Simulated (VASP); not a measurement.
# Cl2SnSeH2 in VASP: reference runs

Aim: a first look at Cl2SnSeH2 with PBE, on the cell as given.

Everything below comes from runs of VASP 6.6.1. Logs are shortened: lines on timing, memory, paths and dates and some standing lists are left out, and cuts for length are marked.

### 1 The molecule as given

The cell holds a molecule in a box, 6 atoms: a = 13.000 Å, b = 13.000 Å, c = 13.000 Å, α = 90.00°, β = 90.00°, γ = 90.00°.

### 2 Single point, PBE

File INCAR:

```
SYSTEM = SnH2SeCl2
PREC = Accurate
ENCUT = 520
EDIFF = 1E-7
ISMEAR = 0
SIGMA = 0.01
LREAL = .False.
LASPH = .True.
NELM = 80
ALGO = Normal
ISIF = 2
LWAVE = .False.
LCHARG = .True.
GGA = PE
LELF = .True.
LVHAR = .True.
LVACPOTAV = .True.
NBANDS = 27
```

File KPOINTS:

```
regular mesh
0
Gamma
  1 1 1
  0 0 0
```

File POSCAR:

```
SnH2SeCl2
1.0
   13.0000000000      0.0000000000      0.0000000000
    0.0000000000     13.0000000000      0.0000000000
    0.0000000000      0.0000000000     13.0000000000
Cl Sn Se H
2 1 1 2
Direct
    0.4091653800      0.3748807700      0.6098000000
    0.6418576900      0.3855115400      0.4424384600
    0.5212423100      0.4856653800      0.5263846200
    0.4288961500      0.5807884600      0.3868153800
    0.5806115400      0.5569192300      0.6184153800
    0.3601423100      0.6283500000      0.4630846200
```

Potentials or basis: VASP PAW PBE potentials, release 64 (Cl, Sn_d, Se, H).

On the command line:

```bash
> cat potpaw_PBE.64/Cl/POTCAR potpaw_PBE.64/Sn_d/POTCAR potpaw_PBE.64/Se/POTCAR potpaw_PBE.64/H/POTCAR > POTCAR
> mpirun -np 1 vasp_gam > vasp.out
```

OUTCAR:

```text
SYSTEM = SnH2SeCl2
   PREC = Accurate
   ENCUT = 520
   EDIFF = 1E-7
   ISMEAR = 0
   LREAL = .False.
   LASPH = .True.
   NELM = 80
   ISIF = 2
   GGA = PE

 ion  position               nearest neighbor table
   1  0.409  0.375  0.610-   3 2.32
   2  0.642  0.386  0.442-   3 2.31
   3  0.521  0.486  0.526-   5 1.70   2 2.31   1 2.32   4 2.50
   4  0.429  0.581  0.387-   6 1.47   3 2.50
   5  0.581  0.557  0.618-   3 1.70
   6  0.360  0.628  0.463-   4 1.47

  LATTYP: Found a simple cubic cell.
 ALAT       =    13.0000000000

  Lattice vectors:

 A1 = (  13.0000000000,   0.0000000000,   0.0000000000)
 A2 = (   0.0000000000,  13.0000000000,   0.0000000000)
 A3 = (   0.0000000000,   0.0000000000,  13.0000000000)

Analysis of symmetry for initial positions (statically):
=====================================================================
 Subroutine PRICEL returns:
 Original cell was already a primitive cell.

 Routine SETGRP: Setting up the symmetry group for a
 simple cubic supercell.

 Subroutine GETGRP returns: Found  1 space group operations
 (whereof  1 operations were pure point group operations)
 out of a pool of 48 trial point group operations.

The static configuration has the point symmetry C_1 .

Analysis of symmetry for dynamics (positions and initial velocities):
=====================================================================
 Subroutine PRICEL returns:
 Original cell was already a primitive cell.

 Routine SETGRP: Setting up the symmetry group for a
 simple cubic supercell.

 Subroutine GETGRP returns: Found  1 space group operations
 (whereof  1 operations were pure point group operations)
 out of a pool of 48 trial point group operations.

The dynamic configuration has the point symmetry C_1 .

 Subroutine INISYM returns: Found  1 space group operations
 (whereof  1 operations are pure point group operations),
 and found     1 'primitive' translations

----------------------------------------------------------------------------------------

                                     Primitive cell

  volume of cell :    2197.0000

  direct lattice vectors                    reciprocal lattice vectors
    13.000000000  0.000000000  0.000000000     0.076923077  0.000000000  0.000000000
     0.000000000 13.000000000  0.000000000     0.000000000  0.076923077  0.000000000
     0.000000000  0.000000000 13.000000000     0.000000000  0.000000000  0.076923077

  length of vectors
    13.000000000 13.000000000 13.000000000     0.076923077  0.076923077  0.076923077

  position of ions in fractional coordinates (direct lattice)
     0.409165380  0.374880770  0.609800000
     0.641857690  0.385511540  0.442438460
     0.521242310  0.485665380  0.526384620
     0.428896150  0.580788460  0.386815380
     0.580611540  0.556919230  0.618415380
     0.360142310  0.628350000  0.463084620

  ion indices of the primitive-cell ions
   primitive index   ion index
                 1           1
                 2           2
                 3           3
                 4           4
                 5           5
                 6           6

----------------------------------------------------------------------------------------

 KPOINTS: regular mesh

Automatic generation of k-mesh.
 Grid dimensions read from file:
 generate k-points for:    1    1    1

 Generating k-lattice:

  Cartesian coordinates                     Fractional coordinates (reciprocal lattice)
     0.076923077  0.000000000  0.000000000     1.000000000  0.000000000  0.000000000
     0.000000000  0.076923077  0.000000000     0.000000000  1.000000000  0.000000000
     0.000000000  0.000000000  0.076923077     0.000000000  0.000000000  1.000000000

  Length of vectors
     0.076923077  0.076923077  0.076923077

  Shift w.r.t. Gamma in fractional coordinates (k-lattice)
     0.000000000  0.000000000  0.000000000

 Subroutine IBZKPT returns following result:
 ===========================================

 Found      1 irreducible k-points:

 Following reciprocal coordinates:
            Coordinates               Weight
  0.000000  0.000000  0.000000      1.000000
   k-points           NKPTS =      1   k-points in BZ     NKDIM =      1   number of bands    NBANDS=     27
   number of dos      NEDOS =    301   number of ions     NIONS =      6
   total plane-waves  NPLWV = 941192
   dimension x,y,z NGX =    98 NGY =   98 NGZ =   98
   dimension x,y,z NGXF=   196 NGYF=  196 NGZF=  196
   ions per type =               2   1   1   2
   NGX,Y,Z   is equivalent  to a cutoff of  12.53, 12.53, 12.53 a.u.
   NGXF,Y,Z  is equivalent  to a cutoff of  25.06, 25.06, 25.06 a.u.
 SYSTEM =  SnH2SeCl2
   PREC   = accura    normal or accurate (medium, high low for compatibility)
   ISTART =      0    job   : 0-new  1-cont  2-samecut
   ICHARG =      2    charge: 1-file 2-atom 10-const
   ISPIN  =      1    spin polarized calculation?
   LNONCOLLINEAR =      F non collinear calculations
   LSORBIT =      F    spin-orbit coupling
   LASPH  =      T    aspherical Exc in radial PAW
   ENCUT  =  520.0 eV  38.22 Ry    6.18 a.u.  24.17 24.17 24.17*2*pi/ulx,y,z
   NELM   =     80;   NELMIN=  2; NELMDL= -5     # of ELM steps
   EDIFF  = 0.1E-06   stopping-criterion for ELM
   LREAL  =      F    real-space projection
   EDIFFG = 0.1E-05   stopping-criterion for IOM
   NSW    =      0    number of steps for IOM
   IBRION =     -1    ionic relax: 0-MD 1-quasi-New 2-CG
   NFREE  =      0    steps in history (QN), initial steepest desc. (CG)
   ISIF   =      2    stress and relaxation
   ISYM   =      2    0-nonsym 1-usesym 2-fastsym
   POTIM  = 0.5000    time-step for ionic-motion
   TEBEG  =    0.0;   TEEND  =   0.0 temperature during run
   PSTRESS=    0.0 pullay stress
   NELECT =      36.0000    total number of electrons
   NUPDOWN=      -1.0000    fix difference up-down
   EMIN   =  10.00;   EMAX   =-10.00  energy-range for DOS
   EFERMI =   0.00;   METHOD = LEGACY
   ISMEAR =     0;   SIGMA  =   0.01  broadening in eV -4-tet -1-fermi 0-gaus
   EFERMI_NEDOS =   21; number of points for ismear=-14 and -15
   IALGO  =     38    algorithm
   IMIX   =      4    mixing-type and parameters
     AMIX     =   0.40;   BMIX     =  1.00
     AMIX_MAG =   1.60;   BMIX_MAG =  1.00
  volume/ion in A,a.u.               =     366.17      2471.01
  Fermi-wavevector in a.u.,A,eV,Ry     =   0.415814  0.785774  2.352463  0.172901
  Thomas-Fermi vector in A             =   1.375002
   LORBIT       =      0    0 simple, 1 ext, 2 COOP (PROOUT), +10 PAW based schemes
   GGA     = PE    functional components
   LHFCALC =     F    Hartree Fock is set to
   AEXX    =    0.0000 exact exchange contribution
   IVDW    =     0    specifies the selected vdW correction
   LEPSILON=     F    determine dielectric tensor
   LRPA    =     F    only Hartree local field effects (RPA)
 non-spin polarized calculation
 Gauss-broadening in eV      SIGMA  =   0.01
  energy-cutoff  :      520.00
  volume of cell :     2197.00
 maximum number of plane-waves:     29543
 NGX is ok and might be reduce to    98
   NGX = 49   NGY = 49   NGZ = 49

 number of electron      36.0000006 magnetization

 Free energy of the ion-electron system (eV)
  ---------------------------------------------------
  ext. energy  EPLUGINS =         0.00000000
  ---------------------------------------------------
  free energy    TOTEN  =       -19.99926355 eV

  energy without entropy =      -19.99926355  energy(sigma->0) =      -19.99926355

 E-fermi :  -6.0437     XC(G=0):  -0.9297

 val. band max:       -6.0928806092   @ k =   0.0000   0.0000   0.0000
 cond. band min:      -2.5290737054   @ k =   0.0000   0.0000   0.0000
 fundamental gap:      3.5638069038
 Fermi energy:        -6.0437124426

 k-point     1 :       0.0000    0.0000    0.0000
  band No.  band energies     occupation
      1     -26.9701      2.00000
      2     -26.8998      2.00000
      3     -26.8256      2.00000
      4     -26.7643      2.00000
      5     -26.7529      2.00000
      6     -20.1890      2.00000
      7     -19.7343      2.00000
      8     -18.0284      2.00000
      9     -12.6959      2.00000
     10      -9.9032      2.00000
     11      -9.1136      2.00000
     12      -9.0222      2.00000
     13      -8.4733      2.00000
     14      -7.5913      2.00000
     15      -7.5416      2.00000
     16      -7.4080      2.00000
     17      -7.1678      2.00000
     18      -6.0929      2.00000
     19      -2.5291      0.00000
     20      -1.1719      0.00000
     21      -0.9798      0.00000
     22      -0.7938      0.00000
     23       0.0276      0.00000
     24       0.5031      0.00000
     25       0.7957      0.00000
     26       0.8564      0.00000
     27       0.8884      0.00000

------------------------ aborting loop because EDIFF is reached ----------------------------------------

  FORCE on cell =-STRESS in cart. coord.  units (eV):
  Direction    XX          YY          ZZ          XY          YZ          ZX
  --------------------------------------------------------------------------------------
  -------------------------------------------------------------------------------------
  Total        1.1699221      0.9977973      1.2891767     -0.1748193     -0.1048170     -0.3202206
  in kB        0.8531737      0.7276505      0.9401409     -0.1274882     -0.0764385     -0.2335231
  external PRESSURE =       0.8403217 kB  Pullay stress =       0.0000000 kB

 VOLUME and BASIS-vectors are now :
 -----------------------------------------------------------------------------
  energy-cutoff  :      520.00
  volume of cell :     2197.00
      direct lattice vectors                 reciprocal lattice vectors
    13.000000000  0.000000000  0.000000000     0.076923077  0.000000000  0.000000000
     0.000000000 13.000000000  0.000000000     0.000000000  0.076923077  0.000000000
     0.000000000  0.000000000 13.000000000     0.000000000  0.000000000  0.076923077

 POSITION                                       TOTAL-FORCE (eV/Angst)
 -----------------------------------------------------------------------------------
      5.31915      4.87345      7.92740        -0.254943     -0.266927      0.209540
      8.34415      5.01165      5.75170         0.282440     -0.225399     -0.192132
      6.77615      6.31365      6.84300         0.006512      0.200557      0.082962
      5.57565      7.55025      5.02860         0.000949      0.063909     -0.476786
      7.54795      7.23995      8.03940         0.117904      0.119770      0.175427
      4.68185      8.16855      6.02010        -0.152864      0.108089      0.200989
 -----------------------------------------------------------------------------------
    total drift:                               -0.000796     -0.000907     -0.001172

  FREE ENERGIE OF THE ION-ELECTRON SYSTEM (eV)
  ---------------------------------------------------
  free  energy   TOTEN  =       -19.9992635514 eV

  energy  without entropy=      -19.9992635514  energy(sigma->0) =      -19.99926355
```

Wall time 2.6 min (1 thread of Intel Xeon 6975P-C (Granite Rapids), shared host); peak memory 1.6 GiB.

Results:

- Free energy: -19.9993 eV
- Largest force: 0.481 eV/Å
- Gap between the frontier levels: 3.56 eV

Forces in eV/Å, atoms in the order of the input:
```
Cl  -0.255 -0.267  0.210
Cl   0.282 -0.225 -0.192
Sn   0.007  0.201  0.083
Se   0.001  0.064 -0.477
H    0.118  0.120  0.175
H   -0.153  0.108  0.201
```

Caveat: spin-orbit coupling is left out, which moves the levels of the heavy elements.
